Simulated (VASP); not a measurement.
# Be2Si (Fm-3m) in VASP: a series of runs

Runs on Be2Si. Level: LDA. Tasks: single point.

Everything below comes from runs of VASP 6.6.1. Logs are shortened: lines on timing, memory, paths and dates and some standing lists are left out, and cuts for length are marked.

### Step 1. The crystal as given

It takes space group Fm-3m (No. 225, cubic). Conventional cell: a = 5.248 Å, b = 5.248 Å, c = 5.248 Å, α = 90.00°, β = 90.00°, γ = 90.00°. Si (site symmetry m-3m) has 8 Be at 2.27 Å as nearest neighbours. Be (site symmetry -43m) has 4 Si at 2.27 Å as nearest neighbours.

The cell comes from a database or a generator and needn't be the stable form of this composition.

### Step 2. Single point, LDA

Contents of INCAR:

```
SYSTEM = Be2Si
PREC = Accurate
ENCUT = 520
EDIFF = 1E-7
ISMEAR = 0
SIGMA = 0.05
LREAL = .False.
LASPH = .True.
NELM = 60
ALGO = Normal
ISIF = 2
LWAVE = .False.
LCHARG = .False.
GGA = CA
NBANDS = 11
```

Contents of KPOINTS:

```
regular mesh
0
Gamma
  6 6 6
  0 0 0
```

Contents of POSCAR:

```
Be2Si
1.0
    0.0000000000      2.6239058221      2.6239058221
    2.6239058221      0.0000000000      2.6239058221
    2.6239058221      2.6239058221      0.0000000000
Si Be
1 2
Direct
    0.0000000000      0.0000000000      0.0000000000
    0.2500000000      0.2500000000      0.2500000000
    0.7500000000      0.7500000000      0.7500000000
```

Potentials or basis: VASP PAW LDA potentials, release 64 (Si, Be).

Command:

```
> cat potpaw_LDA.64/Si/POTCAR potpaw_LDA.64/Be/POTCAR > POTCAR
> mpirun -np 1 vasp_std > vasp.out
```

OUTCAR:

```text
SYSTEM = Be2Si
   PREC = Accurate
   ENCUT = 520
   EDIFF = 1E-7
   ISMEAR = 0
   LREAL = .False.
   LASPH = .True.
   NELM = 60
   ISIF = 2
   GGA = CA

 ion  position               nearest neighbor table
   1  0.000  0.000  0.000-   2 2.27   3 2.27   3 2.27   3 2.27   3 2.27   2 2.27   2 2.27   2 2.27

   2  0.250  0.250  0.250-   1 2.27   1 2.27   1 2.27   1 2.27
   3  0.750  0.750  0.750-   1 2.27   1 2.27   1 2.27   1 2.27

  LATTYP: Found a face centered cubic cell.
 ALAT       =     5.2478116442

  Lattice vectors:

 A1 = (   0.0000000000,   2.6239058221,   2.6239058221)
 A2 = (   2.6239058221,   0.0000000000,   2.6239058221)
 A3 = (   2.6239058221,   2.6239058221,   0.0000000000)

Analysis of symmetry for initial positions (statically):
=====================================================================
 Subroutine PRICEL returns:
 Original cell was already a primitive cell.

 Routine SETGRP: Setting up the symmetry group for a
 face centered cubic supercell.

 Subroutine GETGRP returns: Found 48 space group operations
 (whereof 48 operations were pure point group operations)
 out of a pool of 48 trial point group operations.

The static configuration has the point symmetry O_h .

Analysis of symmetry for dynamics (positions and initial velocities):
=====================================================================
 Subroutine PRICEL returns:
 Original cell was already a primitive cell.

 Routine SETGRP: Setting up the symmetry group for a
 face centered cubic supercell.

 Subroutine GETGRP returns: Found 48 space group operations
 (whereof 48 operations were pure point group operations)
 out of a pool of 48 trial point group operations.

The dynamic configuration has the point symmetry O_h .

 Subroutine INISYM returns: Found 48 space group operations
 (whereof 48 operations are pure point group operations),
 and found     1 'primitive' translations

----------------------------------------------------------------------------------------

                                     Primitive cell

  volume of cell :      36.1306

  direct lattice vectors                    reciprocal lattice vectors
     0.000000000  2.623905822  2.623905822    -0.190555620  0.190555620  0.190555620
     2.623905822  0.000000000  2.623905822     0.190555620 -0.190555620  0.190555620
     2.623905822  2.623905822  0.000000000     0.190555620  0.190555620 -0.190555620

  length of vectors
     3.710763200  3.710763200  3.710763200     0.330052015  0.330052015  0.330052015

  position of ions in fractional coordinates (direct lattice)
     0.000000000  0.000000000  0.000000000
     0.250000000  0.250000000  0.250000000
     0.750000000  0.750000000  0.750000000

  ion indices of the primitive-cell ions
   primitive index   ion index
                 1           1
                 2           2
                 3           3

----------------------------------------------------------------------------------------

 KPOINTS: regular mesh

Automatic generation of k-mesh.
 Grid dimensions read from file:
 generate k-points for:    6    6    6

 Generating k-lattice:

  Cartesian coordinates                     Fractional coordinates (reciprocal lattice)
    -0.031759270  0.031759270  0.031759270     0.166666667  0.000000000  0.000000000
     0.031759270 -0.031759270  0.031759270     0.000000000  0.166666667  0.000000000
     0.031759270  0.031759270 -0.031759270     0.000000000  0.000000000  0.166666667

  Length of vectors
     0.055008669  0.055008669  0.055008669

  Shift w.r.t. Gamma in fractional coordinates (k-lattice)
     0.000000000  0.000000000  0.000000000

 Subroutine IBZKPT returns following result:
 ===========================================

 Found     16 irreducible k-points:

 Following reciprocal coordinates:
            Coordinates               Weight
  0.000000  0.000000  0.000000      1.000000
  0.166667  0.000000  0.000000      8.000000
  0.333333  0.000000  0.000000      8.000000
  0.500000  0.000000  0.000000      4.000000
  0.166667  0.166667  0.000000      6.000000
  0.333333  0.166667  0.000000     24.000000
[... 8 lines left out ...]
 -0.333333  0.333333  0.166667     24.000000
 -0.333333  0.500000  0.166667     12.000000
   k-points           NKPTS =     16   k-points in BZ     NKDIM =     16   number of bands    NBANDS=     11
   number of dos      NEDOS =    301   number of ions     NIONS =      3
   total plane-waves  NPLWV =  21952
   dimension x,y,z NGX =    28 NGY =   28 NGZ =   28
   dimension x,y,z NGXF=    56 NGYF=   56 NGZF=   56
   ions per type =               1   2
   NGX,Y,Z   is equivalent  to a cutoff of  12.54, 12.54, 12.54 a.u.
   NGXF,Y,Z  is equivalent  to a cutoff of  25.09, 25.09, 25.09 a.u.
 SYSTEM =  Be2Si
   PREC   = accura    normal or accurate (medium, high low for compatibility)
   ISTART =      0    job   : 0-new  1-cont  2-samecut
   ICHARG =      2    charge: 1-file 2-atom 10-const
   ISPIN  =      1    spin polarized calculation?
   LNONCOLLINEAR =      F non collinear calculations
   LSORBIT =      F    spin-orbit coupling
   LASPH  =      T    aspherical Exc in radial PAW
   ENCUT  =  520.0 eV  38.22 Ry    6.18 a.u.   6.90  6.90  6.90*2*pi/ulx,y,z
   NELM   =     60;   NELMIN=  2; NELMDL= -5     # of ELM steps
   EDIFF  = 0.1E-06   stopping-criterion for ELM
   LREAL  =      F    real-space projection
   EDIFFG = 0.1E-05   stopping-criterion for IOM
   NSW    =      0    number of steps for IOM
   IBRION =     -1    ionic relax: 0-MD 1-quasi-New 2-CG
   NFREE  =      0    steps in history (QN), initial steepest desc. (CG)
   ISIF   =      2    stress and relaxation
   ISYM   =      2    0-nonsym 1-usesym 2-fastsym
   POTIM  = 0.5000    time-step for ionic-motion
   TEBEG  =    0.0;   TEEND  =   0.0 temperature during run
   PSTRESS=    0.0 pullay stress
   NELECT =       8.0000    total number of electrons
   NUPDOWN=      -1.0000    fix difference up-down
   EMIN   =  10.00;   EMAX   =-10.00  energy-range for DOS
   EFERMI =   0.00;   METHOD = LEGACY
   ISMEAR =     0;   SIGMA  =   0.05  broadening in eV -4-tet -1-fermi 0-gaus
   EFERMI_NEDOS =   21; number of points for ismear=-14 and -15
   IALGO  =     38    algorithm
   IMIX   =      4    mixing-type and parameters
     AMIX     =   0.40;   BMIX     =  1.00
     AMIX_MAG =   1.60;   BMIX_MAG =  1.00
  volume/ion in A,a.u.               =      12.04        81.27
  Fermi-wavevector in a.u.,A,eV,Ry     =   0.990406  1.871596 13.346009  0.980904
  Thomas-Fermi vector in A             =   2.122074
   LORBIT       =      0    0 simple, 1 ext, 2 COOP (PROOUT), +10 PAW based schemes
   GGA     = CA    functional components
   LHFCALC =     F    Hartree Fock is set to
   AEXX    =    0.0000 exact exchange contribution
   IVDW    =     0    specifies the selected vdW correction
   LEPSILON=     F    determine dielectric tensor
   LRPA    =     F    only Hartree local field effects (RPA)
 non-spin polarized calculation
 Gauss-broadening in eV      SIGMA  =   0.05
  energy-cutoff  :      520.00
  volume of cell :       36.13
 maximum number of plane-waves:       982
   NGX = 13   NGY = 13   NGZ = 13

 number of electron       7.9999999 magnetization

 Free energy of the ion-electron system (eV)
  ---------------------------------------------------
  ext. energy  EPLUGINS =         0.00000000
  ---------------------------------------------------
  free energy    TOTEN  =       -13.64850142 eV

  energy without entropy =      -13.64814451  energy(sigma->0) =      -13.64832297

 E-fermi :   6.6443     XC(G=0): -10.1025

 val. band max:        6.5977172804   @ k =   0.5000   0.5000   0.0000
 cond. band min:       6.7035501462   @ k =   0.3333   0.3333   0.0000
 fundamental gap:      0.1058328658
 Fermi energy:         6.6443056094

 k-point     1 :       0.0000    0.0000    0.0000
  band No.  band energies     occupation
      1      -5.3720      2.00000
      2       7.0770      0.00000
      3       7.0770      0.00000
      4       7.0770      0.00000
      5       7.5638      0.00000
      6       7.5638      0.00000
      7       7.5638      0.00000
      8      12.8549      0.00000
      9      14.1476      0.00000
     10      14.1476      0.00000
     11      14.1476      0.00000

 k-point     2 :       0.1667    0.0000    0.0000
  band No.  band energies     occupation
      1      -5.0109      2.00000
      2       4.1283      2.00000
      3       6.1420      2.00000
      4       6.1420      2.00000
      5       8.5188      0.00000
      6       8.5188      0.00000
      7       9.0485      0.00000
      8      12.7875      0.00000
      9      12.7875      0.00000
     10      13.1725      0.00000
     11      14.6027      0.00000

 k-point     3 :       0.3333    0.0000    0.0000
  band No.  band energies     occupation
      1      -3.9766      2.00000
      2       1.0701      2.00000
      3       5.5211      2.00000
      4       5.5211      2.00000
      5       8.3175      0.00000
      6       8.3175      0.00000
      7       9.3527      0.00000
      8      13.1274      0.00000
      9      14.0710      0.00000
     10      14.0710      0.00000
     11      15.8945      0.00000
[... 155 lines left out ...]
 k-point    15 :      -0.3333    0.3333    0.1667
  band No.  band energies     occupation
      1      -2.1709      2.00000
      2       0.2391      2.00000
      3       2.0600      2.00000
      4       2.8709      2.00000
      5       9.2381      0.00000
      6       9.4006      0.00000
      7      12.5537      0.00000
      8      12.7832      0.00000
      9      13.5035      0.00000
     10      16.0099      0.00000
     11      18.2031      0.00000

 k-point    16 :      -0.3333    0.5000    0.1667
  band No.  band energies     occupation
      1      -1.8291      2.00000
      2       0.6997      2.00000
      3       1.8119      2.00000
      4       1.8336      2.00000
      5       8.4129      0.00000
      6       9.3694      0.00000
      7      11.8835      0.00000
      8      13.9623      0.00000
      9      14.6658      0.00000
     10      16.9221      0.00000
     11      18.9853      0.00000

------------------------ aborting loop because EDIFF is reached ----------------------------------------

  FORCE on cell =-STRESS in cart. coord.  units (eV):
  Direction    XX          YY          ZZ          XY          YZ          ZX
  --------------------------------------------------------------------------------------
  -------------------------------------------------------------------------------------
  Total       -0.4311057     -0.4311057     -0.4311057      0.0000000      0.0000000      0.0000000
  in kB      -19.1169948    -19.1169948    -19.1169948      0.0000000      0.0000000      0.0000000
  external PRESSURE =     -19.1169948 kB  Pullay stress =       0.0000000 kB

 VOLUME and BASIS-vectors are now :
 -----------------------------------------------------------------------------
  energy-cutoff  :      520.00
  volume of cell :       36.13
      direct lattice vectors                 reciprocal lattice vectors
     0.000000000  2.623905822  2.623905822    -0.190555620  0.190555620  0.190555620
     2.623905822  0.000000000  2.623905822     0.190555620 -0.190555620  0.190555620
     2.623905822  2.623905822  0.000000000     0.190555620  0.190555620 -0.190555620

 POSITION                                       TOTAL-FORCE (eV/Angst)
 -----------------------------------------------------------------------------------
      0.00000      0.00000      0.00000        -0.000000     -0.000000     -0.000000
      1.31195      1.31195      1.31195         0.000000      0.000000      0.000000
      3.93586      3.93586      3.93586        -0.000000     -0.000000     -0.000000
 -----------------------------------------------------------------------------------
    total drift:                                0.000000     -0.000000     -0.000000

  FREE ENERGIE OF THE ION-ELECTRON SYSTEM (eV)
  ---------------------------------------------------
  free  energy   TOTEN  =       -13.6485014224 eV

  energy  without entropy=      -13.6481445127  energy(sigma->0) =      -13.64832297
```

It took 4.2 s on 1 thread of Intel Xeon Platinum 8488C (Sapphire Rapids), shared host; peak memory 0.13 GiB.

Results:

```yaml
Free_energy: -13.6485 eV
Pressure: -1.9 GPa
Band_gap_on_the_k_mesh: none (metal or under the smearing width)
```

Levels at points of the mesh, in eV from the Fermi level:
| k point | band 1 | band 2 | band 3 | band 4 | band 5 | band 6 | band 7 | band 8 |
| --- | --- | --- | --- | --- | --- | --- | --- | --- |
| (0.00, 0.00, 0.00) | -12.02 | 0.43 | 0.43 | 0.43 | 0.92 | 0.92 | 0.92 | 6.21 |
| (0.50, 0.00, 0.00) | -9.58 | -7.33 | -1.29 | -1.29 | 1.29 | 1.29 | 2.73 | 6.41 |
| (0.50, 0.50, 0.00) | -8.67 | -6.35 | -3.86 | -3.86 | -0.05 | 0.38 | 7.77 | 7.77 |

### Step 3. Single point, LDA

This run uses another cell than the first one, of 12.94 Å³/atom, 1.075 times its volume.

Contents of INCAR:

```
SYSTEM = Be2Si
PREC = Accurate
ENCUT = 520
EDIFF = 1E-6
ISMEAR = 0
SIGMA = 0.05
LREAL = .FALSE.
LASPH = .TRUE.
NELM = 60
ALGO = Normal
ISIF = 2
LWAVE = .FALSE.
LCHARG = .TRUE.
GGA = CA
LELF = .TRUE.
LVHAR = .TRUE.
NBANDS = 11
```

Contents of KPOINTS:

```
regular mesh
0
G
  6 6 6
  0 0 0
```

Contents of POSCAR:

```
Be2Si
1.0
    0.0000000000      2.6875655031      2.6875655031
    2.6875655031      0.0000000000      2.6875655031
    2.6875655031      2.6875655031      0.0000000000
Si Be
1 2
Direct
    0.0000000000      0.0000000000      0.0000000000
    0.2500000000      0.2500000000      0.2500000000
    0.7500000000      0.7500000000      0.7500000000
```

Potentials or basis: VASP PAW LDA potentials, release 64 (Si, Be).

Command:

```
> cat potpaw_LDA.64/Si/POTCAR potpaw_LDA.64/Be/POTCAR > POTCAR
> mpirun -np 1 vasp_std > vasp.out
```

Wall time 4.4 s (1 thread of Intel Xeon Platinum 8488C (Sapphire Rapids), shared host); peak memory 0.13 GiB.

Results (log left out):

```yaml
Free_energy: -13.5608 eV
Pressure: -8.2 GPa
Band_gap_on_the_k_mesh: none (metal or under the smearing width)
```

Levels at points of the mesh, in eV from the Fermi level:
| k point | band 1 | band 2 | band 3 | band 4 | band 5 | band 6 | band 7 | band 8 |
| --- | --- | --- | --- | --- | --- | --- | --- | --- |
| (0.00, 0.00, 0.00) | -11.50 | 0.59 | 0.59 | 0.59 | 0.88 | 0.88 | 0.88 | 5.56 |
| (0.50, 0.00, 0.00) | -9.22 | -6.90 | -1.17 | -1.17 | 1.42 | 1.42 | 2.42 | 6.15 |
| (0.50, 0.50, 0.00) | -8.34 | -6.03 | -3.57 | -3.57 | -0.06 | 0.48 | 7.51 | 7.51 |

[end of part 1 of 2]
